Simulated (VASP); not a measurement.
Here is the system:

```xyz
4
Lattice="3.5101 0.0000 0.0000 0.0000 3.5101 0.0000 0.0000 0.0000 3.5101" Properties=species:S:1:pos:R:3 pbc="T T T"
Fe     0.0000     0.0000     0.0000
Ni     0.0000     1.7551     1.7551
Ni     1.7551     0.0000     1.7551
Ni     1.7551     1.7551     0.0000
```
Starting moments (μB, in the order of the record's atoms Fe Ni Ni Ni): 2.9 0.6 0.6 0.6.

All values below come from PBE GGA with D4 dispersion, VASP's PBE PAW potentials (set 64) (plane waves; VASP). Settings: 520 eV cut-off, Gaussian smearing of 0.050 eV, potentials Fe Ni.

Task: Give the spin-up energies of bands 11 to 24 at the high-symmetry points, in eV from the Fermi level.

Result: 
```json
[
 {"band": "11", "Γ": "-1.66", "X": "-2.59", "M": "-2.97", "R": "-2.62"},
 {"band": "12", "Γ": "-1.66", "X": "-2.08", "M": "-2.97", "R": "-2.62"},
 {"band": "13", "Γ": "-0.81", "X": "-1.93", "M": "-2.72", "R": "-0.90"},
 {"band": "14", "Γ": "-0.81", "X": "-1.93", "M": "-1.94", "R": "-0.90"},
 {"band": "15", "Γ": "-0.78", "X": "-1.72", "M": "-1.84", "R": "-0.80"},
 {"band": "16", "Γ": "-0.67", "X": "-1.72", "M": "-1.84", "R": "-0.80"},
 {"band": "17", "Γ": "-0.67", "X": "-1.61", "M": "-1.71", "R": "-0.80"},
 {"band": "18", "Γ": "-0.67", "X": "-1.55", "M": "-1.71", "R": "-0.77"},
 {"band": "19", "Γ": "-0.59", "X": "-1.39", "M": "-1.52", "R": "-0.77"},
 {"band": "20", "Γ": "-0.59", "X": "-1.04", "M": "-1.50", "R": "-0.77"},
 {"band": "21", "Γ": "-0.59", "X": "-0.67", "M": "0.82", "R": "-0.53"},
 {"band": "22", "Γ": "2.29", "X": "-0.59", "M": "0.82", "R": "-0.53"},
 {"band": "23", "Γ": "2.29", "X": "7.68", "M": "0.86", "R": "-0.53"},
 {"band": "24", "Γ": "2.29", "X": "7.68", "M": "0.89", "R": "-0.42"}
]
```

Task: Give the spin-down energies of bands 11 to 24 at the high-symmetry points, in eV from the Fermi level.

Result: 
| band | Γ | X | M | R |
|---|---|---|---|---|
| 11 | -0.60 | -1.51 | -2.18 | -1.46 |
| 12 | -0.60 | -1.27 | -1.77 | -1.46 |
| 13 | -0.01 | -0.99 | -1.27 | -0.54 |
| 14 | 0.28 | -0.99 | -1.27 | -0.49 |
| 15 | 0.28 | -0.90 | -1.26 | -0.49 |
| 16 | 0.28 | -0.42 | -0.83 | -0.49 |
| 17 | 1.01 | -0.16 | -0.70 | 0.06 |
| 18 | 1.01 | -0.16 | 0.15 | 0.06 |
| 19 | 1.28 | 0.29 | 0.15 | 0.06 |
| 20 | 1.28 | 0.51 | 0.38 | 0.80 |
| 21 | 1.28 | 0.62 | 1.46 | 0.80 |
| 22 | 2.32 | 1.26 | 1.46 | 0.80 |
| 23 | 2.32 | 8.05 | 2.41 | 1.14 |
| 24 | 2.32 | 8.05 | 2.48 | 1.14 |

It has no gap at this level: it comes out as a metal or semimetal.

The compound is Ni3Fe in the L1_2 structure. It was relaxed first.
